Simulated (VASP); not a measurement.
**ZrRh (space group Pmma): computed properties**

Level of theory: PBEsol GGA, VASP's PBE PAW potentials (set 64) (plane waves; VASP 6.6.1).

```yaml
space_group: Pmma (51)
cell: a = 4.6074 Å, b = 3.0832 Å, c = 4.8310 Å, α = β = γ = 90.00°
volume_per_atom: 17.16 Å³/atom
band gap (over mesh and band path): none (metal, semimetal or under 0.01 eV)
band_gap_with_spin_orbit_coupling: none (metallic)
density: 9.39 g/cm³
```

```
RhZr
1.0
    4.60744     0.00000     0.00000
    0.00000     3.08321     0.00000
    0.00000     0.00000     4.83099
Zr Rh
2 2
Direct
  0.75000   0.50000   0.76630
  0.25000   0.50000   0.23370
  0.25000   0.00000   0.71321
  0.75000   0.00000   0.28679
```

The structure comes from a computed database's ZrRh entry (Pmma); how it stands against other phases isn't given here. It was relaxed first. Symmetry was kept, so distortions that lower it aren't found.
